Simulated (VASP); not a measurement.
Computed with r2SCAN+rVV10, VASP's PBE PAW potentials (set 64) (plane waves; VASP).

VASP ran on this input.

INCAR:
```
ALGO = Normal
BPARAM = 11.95
CPARAM = 0.0093
EDIFF = 1E-7
ENCUT = 520
ISIF = 2
ISMEAR = 0
LASPH = T
LCHARG = F
LMIXTAU = T
LREAL = F
LUSE_VDW = T
LWAVE = F
METAGGA = R2SCAN
NELM = 100
PREC = Accurate
SIGMA = 0.05
SYSTEM = KMgF3
```

File KPOINTS:
```
K-points
0
G
 6 6 6
0 0 0
```

### POSCAR
```
KMgF3
1
    3.9958372575     0.0000000000     0.0000000000
    0.0000000000     3.9958372575     0.0000000000
    0.0000000000     0.0000000000     3.9958372575
K Mg F
1 1 3
Direct
  0.0000000000   0.0000000000   0.0000000000
  0.5000000000   0.5000000000   0.5000000000
  0.5000000000   0.0000000000   0.5000000000
  0.0000000000   0.5000000000   0.5000000000
  0.5000000000   0.5000000000   0.0000000000
```

POTCAR, in this order: K_sv Mg F (PBE.64 set). Program: vasp_std.

Output of the run:

**OSZICAR**
```
       N       E                     dE             d eps       ncg     rms          rms(c)
DAV:   1     0.221713161665E+03    0.22171E+03   -0.18236E+04   800   0.160E+03
DAV:   2    -0.363424203324E+02   -0.25806E+03   -0.24793E+03  1036   0.403E+02
DAV:   3    -0.471020560876E+02   -0.10760E+02   -0.10724E+02   948   0.788E+01
DAV:   4    -0.475671187687E+02   -0.46506E+00   -0.46401E+00  1456   0.134E+01
DAV:   5    -0.475689738295E+02   -0.18551E-02   -0.18550E-02   936   0.793E-01    0.812E+00
DAV:   6    -0.382477193578E+02    0.93213E+01   -0.48249E+00  1032   0.186E+01    0.271E+00
DAV:   7    -0.358484585543E+02    0.23993E+01   -0.13366E+00  1060   0.130E+01    0.196E+00
DAV:   8    -0.402940779014E+02   -0.44456E+01   -0.98178E-01  1016   0.103E+01    0.108E+00
DAV:   9    -0.354524161452E+02    0.48417E+01   -0.83366E-01   888   0.686E+00    0.109E+00
DAV:  10    -0.362530178920E+02   -0.80060E+00   -0.38805E-01   912   0.538E+00    0.209E-01
DAV:  11    -0.362408949457E+02    0.12123E-01   -0.52741E-03  1216   0.548E-01    0.209E-01
DAV:  12    -0.362033190805E+02    0.37576E-01   -0.17406E-03   908   0.415E-01    0.225E-01
DAV:  13    -0.362997093639E+02   -0.96390E-01   -0.33987E-02   828   0.176E+00    0.190E-01
DAV:  14    -0.363015690345E+02   -0.18597E-02   -0.29451E-03   908   0.528E-01    0.190E-01
DAV:  15    -0.363017135191E+02   -0.14448E-03   -0.81378E-05  1108   0.803E-02    0.205E-01
DAV:  16    -0.363015951035E+02    0.11842E-03   -0.54984E-05   904   0.729E-02    0.192E-01
DAV:  17    -0.363031376194E+02   -0.15425E-02   -0.48608E-04   852   0.254E-01    0.889E-02
DAV:  18    -0.363031761998E+02   -0.38580E-04   -0.33585E-05   956   0.632E-02    0.553E-02
DAV:  19    -0.363030846990E+02    0.91501E-04   -0.16152E-05   948   0.387E-02    0.378E-02
DAV:  20    -0.363031855142E+02   -0.10082E-03   -0.45736E-05   872   0.650E-02    0.654E-03
DAV:  21    -0.363031956816E+02   -0.10167E-04   -0.74126E-06  1088   0.212E-02    0.769E-03
DAV:  22    -0.363031986489E+02   -0.29673E-05   -0.96569E-07  1060   0.107E-02    0.356E-03
DAV:  23    -0.363031998099E+02   -0.11609E-05   -0.15453E-06   908   0.119E-02    0.122E-03
DAV:  24    -0.363031999076E+02   -0.97696E-07   -0.27107E-07   700   0.628E-03
   1 F= -.36303200E+02 E0= -.36303200E+02  d E =-.285951E-12
```

### OUTCAR
```
------------------------ aborting loop because EDIFF is reached ----------------------------------------
  FORCE on cell =-STRESS in cart. coord.  units (eV):
  Direction    XX          YY          ZZ          XY          YZ          ZX
  --------------------------------------------------------------------------------------
  Total       -0.9976966     -0.9976966     -0.9976966     -0.0000000     -0.0000000      0.0000000
  in kB      -25.0544977    -25.0544977    -25.0544977     -0.0000000     -0.0000000      0.0000000
  external PRESSURE =     -25.0544977 kB  Pullay stress =       0.0000000 kB
  volume of cell :       63.80
      direct lattice vectors                 reciprocal lattice vectors
     3.995837257  0.000000000  0.000000000     0.250260442  0.000000000  0.000000000
     0.000000000  3.995837257  0.000000000     0.000000000  0.250260442  0.000000000
     0.000000000  0.000000000  3.995837257     0.000000000  0.000000000  0.250260442
 POSITION                                       TOTAL-FORCE (eV/Angst)
 -----------------------------------------------------------------------------------
      0.00000      0.00000      0.00000         0.000000      0.000000      0.000000
      1.99792      1.99792      1.99792         0.000000      0.000000      0.000000
      1.99792      0.00000      1.99792         0.000000      0.000000      0.000000
      0.00000      1.99792      1.99792         0.000000      0.000000      0.000000
      1.99792      1.99792      0.00000         0.000000      0.000000      0.000000
 -----------------------------------------------------------------------------------
    total drift:                                0.000000      0.000000     -0.000000
  FREE ENERGIE OF THE ION-ELECTRON SYSTEM (eV)
  ---------------------------------------------------
  free  energy   TOTEN  =       -36.3031999076 eV

  energy  without entropy=      -36.3031999076  energy(sigma->0) =      -36.30319991
```
(Selected blocks of OUTCAR.)

The compound is KMgF3 in the cubic perovskite structure. This cell is one point of a volume scan, at 1.03 of the reference volume.
